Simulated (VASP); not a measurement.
Input:

```yaml
crystal:
  lattice:
    - [0.00000, 2.39000, 2.39000]
    - [2.39000, 0.00000, 2.39000]
    - [2.39000, 2.39000, 0.00000]
  atoms:
    - { symbol: B, position: [0.00000, 0.00000, 0.00000] }
    - { symbol: As, position: [0.25000, 0.25000, 0.25000] }
```

Level of theory: G0W0 on PBE orbitals, VASP's PBE PAW potentials (set 64) (plane waves; VASP 6.6.1). Numerical set-up: PREC = Normal, 500 eV cut-off, 4×4×4 Γ-centred mesh, Gaussian smearing of 0.010 eV, potentials B_GW As_GW.

The mesh is coarse and the basis finite, so the quasiparticle values are not converged.

NBANDS = 240, ENCUTGW = 250 eV, NOMEGA = 64. The PBE levels (eV) that the step starts from are:

```tsv
state	KS energy	filling
k1 (0.00, 0.00, 0.00), band 1	-9.22	2
k1 (0.00, 0.00, 0.00), band 2	6.18	2
k1 (0.00, 0.00, 0.00), band 3	6.18	2
k1 (0.00, 0.00, 0.00), band 4	6.18	2
k1 (0.00, 0.00, 0.00), band 5	9.44	0
k1 (0.00, 0.00, 0.00), band 6	9.44	0
k1 (0.00, 0.00, 0.00), band 7	9.44	0
k1 (0.00, 0.00, 0.00), band 8	10.82	0
k3 (0.50, 0.00, 0.00), band 1	-6.35	2
k3 (0.50, 0.00, 0.00), band 2	-2.60	2
k3 (0.50, 0.00, 0.00), band 3	4.36	2
k3 (0.50, 0.00, 0.00), band 4	4.36	2
k3 (0.50, 0.00, 0.00), band 5	8.85	0
k3 (0.50, 0.00, 0.00), band 6	10.94	0
k3 (0.50, 0.00, 0.00), band 7	10.94	0
k3 (0.50, 0.00, 0.00), band 8	15.04	0
k6 (-0.25, 0.25, 0.00), band 1	-6.70	2
k6 (-0.25, 0.25, 0.00), band 2	-0.46	2
k6 (-0.25, 0.25, 0.00), band 3	1.09	2
k6 (-0.25, 0.25, 0.00), band 4	4.21	2
k6 (-0.25, 0.25, 0.00), band 5	9.68	0
k6 (-0.25, 0.25, 0.00), band 6	12.27	0
k6 (-0.25, 0.25, 0.00), band 7	13.13	0
k6 (-0.25, 0.25, 0.00), band 8	13.55	0
```

Problem. Give the quasiparticle energies and renormalisation factors Z.

Solution. 
```json
[
 {"state": "k1 (0.00, 0.00, 0.00), band 1", "QP energy (eV)": "-10.08", "Z": "0.72"},
 {"state": "k1 (0.00, 0.00, 0.00), band 2", "QP energy (eV)": "5.52", "Z": "0.79"},
 {"state": "k1 (0.00, 0.00, 0.00), band 3", "QP energy (eV)": "5.52", "Z": "0.79"},
 {"state": "k1 (0.00, 0.00, 0.00), band 4", "QP energy (eV)": "5.52", "Z": "0.79"},
 {"state": "k1 (0.00, 0.00, 0.00), band 5", "QP energy (eV)": "9.62", "Z": "0.79"},
 {"state": "k1 (0.00, 0.00, 0.00), band 6", "QP energy (eV)": "9.62", "Z": "0.79"},
 {"state": "k1 (0.00, 0.00, 0.00), band 7", "QP energy (eV)": "9.62", "Z": "0.79"},
 {"state": "k1 (0.00, 0.00, 0.00), band 8", "QP energy (eV)": "11.21", "Z": "0.76"},
 {"state": "k3 (0.50, 0.00, 0.00), band 1", "QP energy (eV)": "-7.09", "Z": "0.73"},
 {"state": "k3 (0.50, 0.00, 0.00), band 2", "QP energy (eV)": "-3.43", "Z": "0.72"},
 {"state": "k3 (0.50, 0.00, 0.00), band 3", "QP energy (eV)": "3.65", "Z": "0.78"},
 {"state": "k3 (0.50, 0.00, 0.00), band 4", "QP energy (eV)": "3.65", "Z": "0.78"},
 {"state": "k3 (0.50, 0.00, 0.00), band 5", "QP energy (eV)": "8.99", "Z": "0.78"},
 {"state": "k3 (0.50, 0.00, 0.00), band 6", "QP energy (eV)": "11.07", "Z": "0.78"},
 {"state": "k3 (0.50, 0.00, 0.00), band 7", "QP energy (eV)": "11.07", "Z": "0.78"},
 {"state": "k3 (0.50, 0.00, 0.00), band 8", "QP energy (eV)": "15.02", "Z": "0.76"},
 {"state": "k6 (-0.25, 0.25, 0.00), band 1", "QP energy (eV)": "-7.46", "Z": "0.73"},
 {"state": "k6 (-0.25, 0.25, 0.00), band 2", "QP energy (eV)": "-1.27", "Z": "0.74"},
 {"state": "k6 (-0.25, 0.25, 0.00), band 3", "QP energy (eV)": "0.31", "Z": "0.76"},
 {"state": "k6 (-0.25, 0.25, 0.00), band 4", "QP energy (eV)": "3.51", "Z": "0.78"},
 {"state": "k6 (-0.25, 0.25, 0.00), band 5", "QP energy (eV)": "9.79", "Z": "0.78"},
 {"state": "k6 (-0.25, 0.25, 0.00), band 6", "QP energy (eV)": "12.51", "Z": "0.76"},
 {"state": "k6 (-0.25, 0.25, 0.00), band 7", "QP energy (eV)": "13.35", "Z": "0.77"},
 {"state": "k6 (-0.25, 0.25, 0.00), band 8", "QP energy (eV)": "13.64", "Z": "0.76"}
]
```
On the mesh the gap opens from 1.41 to 1.94 eV.

The compound is BAs in the zinc blende structure. The cell was not relaxed at this level. The k-mesh is coarse (spacing up to 0.57 per Å, 2π included), so the numbers may not be converged in it.
